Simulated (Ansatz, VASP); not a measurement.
## Cross-check of AlGaN2 between VASP and Ansatz

Wanted: the spread between two codes on one cell, functional and k mesh. The cell is generated by rule, not measured, and may not be a known phase. The cell is taken from a series of runs on this material, whose earlier steps may have relaxed, scaled, displaced or heated it; both programs get it as it stands.

Calculated with Ansatz 0.2.0; plane waves, with VASP 6.6.1 beside it; relaxation of cell and atoms at LDA.

The structure was built from a prototype and need not be the compound's stable phase.

## (1) The starting structure

It takes space group P3m1 (No. 156, trigonal). The conventional cell has a = 3.119 Å, b = 3.119 Å, c = 5.053 Å, α = 90.00°, β = 90.00°, γ = 120.00°. Ga has 4 N at 1.92 to 1.94 Å nearest. Nearest to N lie 3 Al at 1.89 Å and 1 Ga at 1.94 Å. N has 1 Al at 1.88 Å and 3 Ga at 1.92 Å nearest. Al has 4 N at 1.88 to 1.89 Å nearest. Farther neighbours and most contacts between anions are not listed.

## (2) VASP: relaxation of cell and atoms, LDA, pair 1

The relaxed volume is the usual yardstick between codes: in a stiff, nearly cubic crystal its relative difference is about their pressure difference at one cell divided by the bulk modulus.

Lines of VASP's logs that name or quote its potential files are left out, and so is its time.

INCAR reads:

```
SYSTEM = AlGaN2
PREC = Accurate
ENCUT = 600
EDIFF = 1E-07
NELM = 120
ISMEAR = 0
SIGMA = 0.01
LREAL = .FALSE.
ALGO = Normal
GGA = CA
NBANDS = 19
LORBIT = 11
LWAVE = .FALSE.
LCHARG = .FALSE.
ISIF = 3
IBRION = 2
NSW = 80
EDIFFG = -0.005
LASPH = .TRUE.
GGA_COMPAT = .FALSE.
NELMIN = 4
EFERMI = MIDGAP
KPAR = 4
```

POSCAR reads:

```
AlGaN2
1.0
    3.1190090000      0.0000000000      0.0000000000
   -1.5595040000      2.7011410000      0.0000000000
    0.0000000000      0.0000000000      5.0527480000
Ga N Al
1 2 1
Direct
    0.3333331031      0.6666664199      0.0009139581
    0.3333331031      0.6666664199      0.3852179052
    0.6666663912      0.3333332099      0.8712603518
    0.6666663912      0.3333332099      0.4986078862
```

KPOINTS reads:

```
Automatic mesh
0
Gamma
9 9 6
0 0 0
```

PAW data sets: Ga_d, N and Al (LDA family, release 64).

Run with:

```bash
mpirun -np 4 vasp_std
```

Numbers of over 12 decimals in the logs are rounded to 6 here.

The log of the run:

```text
[banner, memory and clock lines left out]
running    4 mpi-ranks, on    1 nodes
 distrk:  each k-point on    1 cores,    4 groups
 distr:  one band on    1 cores,    1 groups

 POSCAR found type information on POSCAR GaN Al
 POSCAR found :  3 types and       4 ions
 LDA part: xc-table for (Slater(with rela. corr.)+CA(PZ))
 , standard interpolation
 POSCAR, INCAR and KPOINTS ok, starting setup
 FFT: planning ... GRIDC
 FFT: planning ... GRID_SOFT
 FFT: planning ... GRID
 WAVECAR not read
 entering main loop
       N       E                     dE             d eps       ncg     rms          rms(c)
DAV:   1     0.207022844268E+03    0.20702E+03   -0.14106E+04  2417   0.228E+03
DAV:   2    -0.104655756371E+02   -0.21749E+03   -0.20656E+03  2624   0.475E+02
DAV:   3    -0.343711277913E+02   -0.23906E+02   -0.23613E+02  2719   0.127E+02
DAV:   4    -0.350890804809E+02   -0.71795E+00   -0.71594E+00  3231   0.224E+01
DAV:   5    -0.350980731826E+02   -0.89927E-02   -0.89891E-02  2850   0.237E+00    0.116E+01
DAV:   6    -0.304183023972E+02    0.46798E+01   -0.17375E+01  3542   0.571E+01    0.392E+00
DAV:   7    -0.304079940263E+02    0.10308E-01   -0.10574E+00  2665   0.830E+00    0.263E+00
DAV:   8    -0.303550731029E+02    0.52921E-01   -0.18921E-01  3317   0.456E+00    0.785E-01
DAV:   9    -0.303447237079E+02    0.10349E-01   -0.38450E-02  3358   0.323E+00    0.303E-01
DAV:  10    -0.303449918873E+02   -0.26818E-03   -0.57830E-03  2906   0.580E-01    0.924E-02
DAV:  11    -0.303449647753E+02    0.27112E-04   -0.23812E-04  3133   0.160E-01    0.311E-02
DAV:  12    -0.303449633273E+02    0.14480E-05   -0.29574E-05  2924   0.617E-02    0.191E-02
DAV:  13    -0.303449629200E+02    0.40724E-06   -0.31802E-06  3235   0.175E-02    0.111E-02
DAV:  14    -0.303449622210E+02    0.69904E-06   -0.33986E-06  3314   0.285E-02    0.220E-03
DAV:  15    -0.303449622456E+02   -0.24585E-07   -0.32572E-07  2389   0.441E-03
   1 F= -.30344962E+02 E0= -.30344962E+02  d E =-.303450E+02
[...]
2 F= -.30344980E+02 E0= -.30344980E+02  d E =-.180731E-04
[...]
3 F= -.30345409E+02 E0= -.30345409E+02  d E =-.446741E-03
[...]
4 F= -.30345409E+02 E0= -.30345409E+02  d E =-.446641E-03
 curvature:  -0.25 expect dE=-0.195E-05 dE for cont linesearch -0.442E-06
 ZBRENT: accuracy reached
 trial: gam=-0.02708 g(F)=  0.624E-05 g(S)=  0.152E-05 ort = 0.557E-04 (trialstep = 0.899E+00)
 search vector abs. value=  0.603E-05
 bond charge predicted
       N       E                     dE             d eps       ncg     rms          rms(c)
DAV:   1    -0.303454127543E+02   -0.38427E-05   -0.87089E-04  2377   0.214E-01    0.823E-03
DAV:   2    -0.303454121064E+02    0.64794E-06   -0.14699E-05  3176   0.467E-02    0.462E-03
DAV:   3    -0.303454114972E+02    0.60914E-06   -0.13672E-06  3682   0.198E-02    0.143E-03
DAV:   4    -0.303454114761E+02    0.21167E-07   -0.36388E-07  2226   0.604E-03
   5 F= -.30345411E+02 E0= -.30345411E+02  d E =-.258903E-05
 trial-energy change:   -0.000003  1 .order   -0.000003   -0.000006    0.000001
 step:   0.8231(harm=  0.8231)  dis= 0.00030  next Energy=   -30.345411 (dE=-0.257E-05)
 reached required accuracy - stopping structural energy minimisation
```

OUTCAR, selected parts (step 2):

```text
ion  position               nearest neighbor table
   1  0.333  0.667  0.001-   3 1.92   3 1.92   3 1.92   2 1.94   4 3.09   4 3.09   4 3.09   4 3.11
                             4 3.11   4 3.11
   2  0.333  0.667  0.385-   4 1.89   4 1.89   4 1.89   1 1.94
   3  0.667  0.333  0.871-   4 1.88   1 1.92   1 1.92   1 1.92
   4  0.667  0.333  0.499-   3 1.88   2 1.89   2 1.89   2 1.89   1 3.09   1 3.09   1 3.09   1 3.11
                             1 3.11   1 3.11

  LATTYP: Found a hexagonal cell.
 ALAT       =     3.1190090000
 C/A-ratio  =     1.6199850658

 Subroutine GETGRP returns: Found  6 space group operations
 (whereof  6 operations were pure point group operations)

The static configuration has the point symmetry C_3v.

 Found     62 irreducible k-points:

   k-points           NKPTS =     62   k-points in BZ     NKDIM =     62   number of bands    NBANDS=     19

   dimension x,y,z NGX =    28 NGY =   28 NGZ =   40
   dimension x,y,z NGXF=    56 NGYF=   56 NGZF=   80

   ENCUT  =  600.0 eV  44.10 Ry    6.64 a.u.   6.23  6.23 10.09*2*pi/ulx,y,z

   NELECT =      26.0000    total number of electrons

 k-points in reciprocal lattice and weights: Automatic mesh
   0.00000000  0.00000000  0.00000000       0.002
   0.11111111 -0.00000000  0.00000000       0.012
   0.22222222  0.00000000  0.00000000       0.012
   0.33333333 -0.00000000  0.00000000       0.012
   0.44444444  0.00000000  0.00000000       0.012
   0.11111111  0.11111111  0.00000000       0.012
   0.22222222  0.11111111  0.00000000       0.025
   0.33333333  0.11111111  0.00000000       0.025
   0.44444444  0.11111111  0.00000000       0.012
[...]
0.33333333  0.22222222  0.50000000       0.025
   0.33333333  0.33333333  0.50000000       0.004

 average (electrostatic) potential at core
       1 -63.7706       2 -60.5833       3 -60.8184       4 -70.4117

 E-fermi :   7.2873

 k-point     1 :       0.0000    0.0000    0.0000
  band No.  band energies     occupation
    ...
      9       4.6189      2.00000
     10       4.6189      2.00000
     11       5.6378      2.00000
     12       5.7527      2.00000
     13       5.7527      2.00000
     14       8.8218      0.00000
     15      11.3684      0.00000
     16      15.4869      0.00000
     17      16.2576      0.00000
     18      16.2576      0.00000
    ...

 k-point     2 :       0.1111   -0.0000    0.0000
  band No.  band energies     occupation
    ...
      9       3.8760      2.00000
     10       4.4276      2.00000
     11       4.8646      2.00000
     12       5.5709      2.00000
     13       5.6396      2.00000
     14       9.5789      0.00000
     15      11.9934      0.00000
     16      14.9481      0.00000
     17      15.5686      0.00000
     18      16.6247      0.00000
    ...

 k-point     3 :       0.2222    0.0000    0.0000
  band No.  band energies     occupation
    ...
      9       2.2887      2.00000
     10       3.4023      2.00000
     11       3.9844      2.00000
     12       5.2281      2.00000
     13       5.3626      2.00000
     14      10.7279      0.00000
     15      12.5698      0.00000
     16      13.9347      0.00000
     17      14.6625      0.00000
     18      16.8612      0.00000
    ...

  Total        0.0039337      0.0039337      0.0037445      0.0000000      0.0000000      0.0000000
  in kB        0.1474841      0.1474841      0.1403920      0.0000000      0.0000000      0.0000000
  external PRESSURE =       0.1451201 kB  Pullay stress =       0.0000000 kB

  energy-cutoff  :      600.00
  volume of cell :       42.73
      direct lattice vectors                 reciprocal lattice vectors
     3.122945725  0.000000001  0.000000000     0.320210496  0.184873559 -0.000000000
    -1.561472361  2.704550303 -0.000000000    -0.000000000  0.369747236 -0.000000000
     0.000000000  0.000000000  5.059488642    -0.000000000  0.000000000  0.197648433

 POSITION                                       TOTAL-FORCE (eV/Angst)
 -----------------------------------------------------------------------------------
      0.00000      1.80303      0.00460        -0.000000      0.000000      0.001677
      0.00000      1.80303      1.94990         0.000000      0.000000     -0.001261
      1.56147      0.90152      4.40716        -0.000000     -0.000000     -0.000571
      1.56147      0.90152      2.52279        -0.000000     -0.000000      0.000155
 -----------------------------------------------------------------------------------
    total drift:                                0.000633      0.000815     -0.000217

  FREE ENERGIE OF THE ION-ELECTRON SYSTEM (eV)
  ---------------------------------------------------
  free  energy   TOTEN  =       -30.3454114761 eV

  energy  without entropy=      -30.3454114761  energy(sigma->0) =      -30.34541148

 reached required accuracy - stopping structural energy minimisation

 total charge
# of ion       s       p       d       tot
------------------------------------------
    1        0.802   0.959  10.207  11.968
    2        1.207   2.580   0.000   3.787
    3        1.207   2.550   0.000   3.758
    4        0.377   0.453   0.000   0.830
--------------------------------------------------
tot          3.593   6.543  10.207  20.343

[... 3 further parts left out ...]
```

## (3) Ansatz: relaxation of cell and atoms, LDA, pair 1

Ansatz runs on its PAW soft_1 files.

The same cell, functional (in two slightly different forms) and mesh now go to Ansatz, which takes its cutoff from its data sets.

input.yaml reads:

```yaml
crystal:
  lattice:
    - [3.1190086489, 0.0, 0.0]
    - [-1.5595043245, 2.7011407246, 0.0]
    - [0.0, 0.0, 5.0527483055]
  atoms:
    - { symbol: Ga, position: [0.3333333333, 0.6666666667, 0.0009139633] }
    - { symbol: "N", position: [0.3333333333, 0.6666666667, 0.3852178764] }
    - { symbol: Al, position: [0.6666666667, 0.3333333333, 0.4986078111] }
    - { symbol: "N", position: [0.6666666667, 0.3333333333, 0.8712603493] }
kpoints:
  mp_grid: { grid: [9, 9, 6] }
hamiltonian:
  xc: lda
  pseudopotentials: { kind: paw, azcp: { folder: soft_1 }, xc_functional: pbe }
scf:
  occupations: { method: fixed }
output:
  forces: true
  stress: true
  eigenvalues: true
relax:
  adjacent_minimum: "off"
  f_tol: 0.001
  max_steps: 60
  cell: { stress_tol: 0.01 }
```

Run with:

```bash
ansatz run input.yaml --threads 8 --pin off --max-ram 20480MiB --backend cpu --events-out ev --progress --plain --runs-dir out
```

The log of the run:

```text
Engine: ansatz 0.2.0, aarch64-unknown-linux-gnu
Pseudopotentials: kind: paw
Pseudopotential: Ga, paw, valence charge 13, recommended cutoff 420 eV (normal), soft_1/Ga.paw.azcp
Pseudopotential: N, paw, valence charge 5, recommended cutoff 420 eV (normal), soft_1/N.paw.azcp
Pseudopotential: Al, paw, valence charge 3, recommended cutoff 420 eV (normal), soft_1/Al.paw.azcp
Functional definition: SPW92
  exchange = slater_x
  correlation = pw_c
Crystal: 4 atoms, lattice volume = 42.569 Å³
Basis set: ecut = 420 eV, 833 PW (Γ)
Bands: 17, of which v1, the nominal top of the filled ones, is band 13 counted from 1 (12 counted from 0)
Symmetry: 6 space group operations
Space group: P3m1 (ITA 156), of the structure as read, at distance tolerance 3.5e-5 Å
k-points: 62 of 486 (time reversal used)
Non-local potential: Ga, projectors of the file, l = 0: 2, l = 1: 2, l = 2: 3, l = 3: 1
Non-local potential: N, projectors of the file, l = 0: 2, l = 1: 2, l = 2: 1
Non-local potential: Al, projectors of the file, l = 0: 2, l = 1: 2, l = 2: 1
PAW form: soft (Blöchl's): semilocal exchange-correlation on the pseudo side does not see the compensation charge
PAW frozen core: Ga, regenerated for the run's functional, and the local potential with it (the file was generated under x = pbe(κ = 0.804, μ = 0.219515), c = pbe(β = 0.066725))
PAW frozen core: N, regenerated for the run's functional, and the local potential with it (the file was generated under x = pbe(κ = 0.804, μ = 0.219515), c = pbe(β = 0.066725))
PAW frozen core: Al, regenerated for the run's functional, and the local potential with it (the file was generated under x = pbe(κ = 0.804, μ = 0.219515), c = pbe(β = 0.066725))
PAW one-centre angular grid: Ga, 590 points (default); XC on 64 Gauss nodes
PAW one-centre angular grid: N, 110 points (default); XC on 64 Gauss nodes
PAW one-centre angular grid: Al, 110 points (default); XC on 64 Gauss nodes
Initial density: superposition of atomic densities (chi_scale 0.1, normalization cell, long waves kept (reshape's long-wave potential 0.13 eV rms))
Initial wavefunctions: pseudopotential atomic-orbital guess
Functional: x = slater, c = lda
SCF iter   1: F=—  HF=-4974.026927 eV  |F-HF|=—  |Δ(HF+E_count)|=         —  Δρ=1.24e-1  dr2=6.43e0  ethr=3.10e-3  ⟨swp⟩=4.2  Hψ=4390  notcnv=0  defer=53
preconditioner: auto → none  [insulator: Δε(μ)=4.156 eV  Ē_g=16.660 eV  n_scr=10 (ndim 8)  ℏωp=29.0 eV  f_vac=0.000  ε∞_Penn≈4.0]
SCF iter   2: F=—  HF=-4972.277958 eV  |F-HF|=—  |Δ(HF+E_count)|=    1.75e0  Δρ=6.56e-2  dr2=1.10e0  ethr=3.10e-3  ⟨swp⟩=2.9  Hψ=2718  notcnv=0  defer=119
SCF iter   3: F=—  HF=-4971.963095 eV  |F-HF|=—  |Δ(HF+E_count)|=   3.15e-1  Δρ=2.06e-2  dr2=9.52e-2  ethr=3.10e-3  ⟨swp⟩=2.1  Hψ=1915  notcnv=0  defer=94
SCF iter   4: F=—  HF=-4971.932795 eV  |F-HF|=—  |Δ(HF+E_count)|=   3.03e-2  Δρ=6.67e-3  dr2=1.48e-2  ethr=3.66e-4  ⟨swp⟩=2.0  Hψ=2067  notcnv=0  defer=124
SCF iter   5: F=—  HF=-4971.925291 eV  |F-HF|=—  |Δ(HF+E_count)|=   7.50e-3  Δρ=6.72e-4  dr2=8.38e-5  ethr=5.71e-5  ⟨swp⟩=2.0  Hψ=1971  notcnv=0  defer=124
SCF iter   6: F=—  HF=-4971.925294 eV  |F-HF|=—  |Δ(HF+E_count)|=   2.88e-6  Δρ=4.15e-4  dr2=7.89e-5  ethr=3.22e-7  ⟨swp⟩=2.0  Hψ=1882  notcnv=0  defer=123
SCF iter   7: F=—  HF=-4971.925277 eV  |F-HF|=—  |Δ(HF+E_count)|=   1.66e-5  Δρ=1.49e-4  dr2=1.02e-5  ethr=3.04e-7  ⟨swp⟩=2.2  Hψ=1516  notcnv=0  defer=122
SCF iter   8: F=—  HF=-4971.925275 eV  |F-HF|=—  |Δ(HF+E_count)|=   2.21e-6  Δρ=3.68e-5  dr2=4.09e-7  ethr=3.91e-8  ⟨swp⟩=2.2  Hψ=1450  notcnv=0  defer=122
SCF iter   9: F=-4971.925275 eV  HF=-4971.925275 eV  |F-HF|=7.08e-9  |Δ(HF+E_count)|=   7.34e-8  Δρ=1.27e-5  dr2=2.54e-8  ethr=3.85e-10  ⟨swp⟩=7.0  Hψ=5795  notcnv=0
SCF 1 converged in 9 iterations: F = -4971.925275 eV  dr2 = 2.54e-8
  greatest PAW one-centre occupation: 0.996 electrons in one spin orbital (limit 2), on the Ga atom at site 0 (counted from 0), in its partial waves of l = 2
relax step   1: F+E_penalty+E_count = -4971.92527488 eV  Δ(F+E_penalty+E_count) = +0.000e0 eV  max|allowed force component| = 4.501e-4 eV/Å  Δτ_max = 0.0000 Å  P = +0.001 GPa  Ω = 42.569 Å³  (9 SCF iters, dr2 threshold 1.00e-7 eV, accepted)
Initial density: handed on by an earlier stage of this run
Initial wavefunctions: pseudopotential atomic-orbital guess (no wavefunctions were taken with the density)
iter 1 solved again at ethr=6.04e-8 eV; its pass at ethr=3.10e-3 eV (dr2=1.57e-5 eV) is discarded
SCF iter   1: F=—  HF=-4971.925275 eV  |F-HF|=—  |Δ(HF+E_count)|=         —  Δρ=1.27e-5  dr2=2.52e-8  ethr=6.04e-8  ⟨swp⟩=3.0  Hψ=7570  notcnv=0  defer=124
preconditioner: auto → none  [insulator: Δε(μ)=3.090 eV  Ē_g=15.724 eV  n_scr=10 (ndim 8)  ℏωp=29.0 eV  f_vac=0.000  ε∞_Penn≈4.4]
SCF iter   2: F=—  HF=-4971.925275 eV  |F-HF|=—  |Δ(HF+E_count)|=   9.70e-8  Δρ=5.46e-6  dr2=4.83e-9  ethr=9.70e-11  ⟨swp⟩=2.4  Hψ=1524  notcnv=0  defer=9
SCF iter   3: F=—  HF=-4971.925275 eV  |F-HF|=—  |Δ(HF+E_count)|=  6.14e-10  Δρ=3.33e-6  dr2=5.41e-9  ethr=1.86e-11  ⟨swp⟩=2.8  Hψ=1829  notcnv=0  defer=9
SCF iter   4: F=—  HF=-4971.925275 eV  |F-HF|=—  |Δ(HF+E_count)|=   1.38e-9  Δρ=4.41e-7  dr2=6.85e-11  ethr=1.86e-11  ⟨swp⟩=2.1  Hψ=1405  notcnv=0  defer=9
SCF iter   5: F=—  HF=-4971.925275 eV  |F-HF|=—  |Δ(HF+E_count)|=  1.64e-11  Δρ=8.54e-8  dr2=2.75e-12  ethr=1.00e-12  ⟨swp⟩=2.0  Hψ=1547  notcnv=0  defer=9
SCF iter   6: F=-4971.925275 eV  HF=-4971.925275 eV  |F-HF|=9.09e-13  |Δ(HF+E_count)|=  9.09e-13  Δρ=2.00e-8  dr2=1.06e-13  ethr=1.00e-12  ⟨swp⟩=6.2  Hψ=5347  notcnv=0
SCF 2 converged in 6 iterations: F = -4971.925275 eV  dr2 = 1.06e-13
relax step   2: F+E_penalty+E_count = -4971.92527488 eV  Δ(F+E_penalty+E_count) = -1.990e-9 eV  max|allowed force component| = 4.573e-4 eV/Å  Δτ_max = 0.0000 Å  P = +0.001 GPa  Ω = 42.569 Å³  stress off target by 2.09e-3 GPa  SCF on the basis re-selected at this cell (its energy is not comparable with the rows above)  (6 SCF iters)
basis re-selected at this cell: Δ(F+E_penalty+E_count) = -1.990e-9 eV, ΔP = +0.000 GPa vs the last step (what re-selecting the basis moved, of the pressure what is left beyond the Pulay correction that the steps carried, after the strain that the cell walked since its last selection, with what the two solves' SCF thresholds leave and, on support functions, any second-order correction that the steps lacked; it is no m [...]
SCF converged after 6 iterations
Free energy (F): -4971.925275 eV
Harris-Foulkes:  -4971.925275 eV  (|F-HF|=9.09e-13)
Internal energy: -4971.925275 eV  (E = F + TS)
E sigma→0 (E₀):  -4971.925275 eV
Fermi energy:    8.539904 eV
--- Per-component energies (eV) ---
  E_band       = 0.666593
  E_kinetic    = 398.720098
  E_local      = -1997.223931  (includes V_loc(G=0)·N_el)
  E_nonlocal   = -5.004229
  E_hartree    = 1154.185863
  E_xc         = -220.017751
  E_vxc        = -238.349667  (∫ρ·V_xc dr)
  E_paw        = -2604.186894  (= ΣΔE_a)
  E_vpaw       = -465.848844  (= ΣTr[D̂ρ^β])
  E_aug_tail   = 0.001436  (compensation charges beyond the density's cutoff)
  E_ewald      = -1700.344153
  E_core_change = 1.944286  (= ΣΔE_core)
  E_smearing   = -0.000000  (= −TS)
  E_closure    = 0.000000  (closes the sum)
  Σ components = -4971.925275   (vs F -4971.925275, Δ=0.00e0)
--- Forces (eV/Å), atoms counted from 1 ---
  atom   1  Ga     0.00000000    -0.00000000    -0.00017221
  atom   2  N      0.00000000     0.00000000     0.00033485
  atom   3  Al    -0.00000000    -0.00000000     0.00030231
  atom   4  N     -0.00000000     0.00000000    -0.00045481
  max |Σ_I F_I| component: 1.01e-5 eV/Å
--- Stress (GPa, compression-positive) ---
        0.002089       0.000000      -0.000000
        0.000000       0.002089      -0.000000
       -0.000000      -0.000000       0.000212
  P = ⅓ Tr σ = 0.0015 GPa (0.015 kbar)
--- Band table (eV; the first three rows and the last of 62) ---
  k-point 0: bands = [... 9 lower, 7.4044, 8.4266, 8.5399, 8.5399, 11.6300, 14.1814, 18.3073, 19.0832]
  k-point 1: bands = [... 9 lower, 7.4472, 7.7784, 8.4938, 8.4938, 12.1575, 14.2505, 18.1303, 19.0561]
  k-point 2: bands = [... 9 lower, 7.5472, 7.5472, 8.3874, 8.3874, 13.0750, 14.3635, 17.7578, 18.6397]
  k-point 61: bands = [... 9 lower, 4.1651, 4.4735, 7.2169, 7.3918, 15.1988, 15.4182, 15.8389, 16.1821]
--- Relaxed structure (1 steps of the walk, 1 accepted, 1 SCFs on fresh bases) ---
  F+E_penalty+E_count = -4971.92527488 eV   max|allowed force component| = 4.573e-4 eV/Å   (the final SCF, on the basis selected at the relaxed cell)
  cell:  # Å, volume = 42.5688 Å³
    - [3.119009, 2.8867582944577536e-11, 0.0]
    - [-1.559504, 2.701141, 0.0]
    - [0.0, 0.0, 5.0527483055]
  atoms:
    - { symbol: Ga, position: [0.333333, 0.666667, 0.000913963] }
    - { symbol: N, position: [0.333333, 0.666667, 0.385218] }
    - { symbol: Al, position: [0.666667, 0.333333, 0.498608] }
    - { symbol: N, position: [0.666667, 0.333333, 0.871260] }
```

Reading the cycles: dr2 is the Hartree energy of the density residual (eV), the measure of convergence; HF is the Harris–Foulkes estimate of the energy, which meets the free energy F at convergence.

## (4) Differences

Known differences besides the potentials themselves: the two LDA forms differ slightly; fixed occupations in Ansatz, narrow Gaussian smearing in VASP; the cutoff is 420 eV in Ansatz and 600 eV in VASP; VASP's log shows a relativistic correction to its local exchange, Ansatz's none; Ansatz adds a Pulay correction to the stress that steers its cell, VASP none. Total energies have different zeros and are not compared.

The two programs side by side:

```csv
quantity,Ansatz,VASP,difference
volume (Å³),42.57,42.73,-0.38 %
"edge a after relaxation, in the typed setting (Å)",3.119,3.123,-0.12 %
"edge c after relaxation, in the typed setting (Å)",5.053,5.059,-0.13 %
```

(Part 1 of 2 ends here.)

[Lines on the potential files, build, host, timing and source positions are cut from VASP's logs without a mark.]

[Logs are printed without paths, hosts, clocks, repeated set-up lines and the standing remarks that a program may print on its own settings, such as how far it seeks lower states.]

[Hosts, paths, dates, database ids (printed as entryN), source tags and the programs' standing remarks are cut or masked in the printed files.]
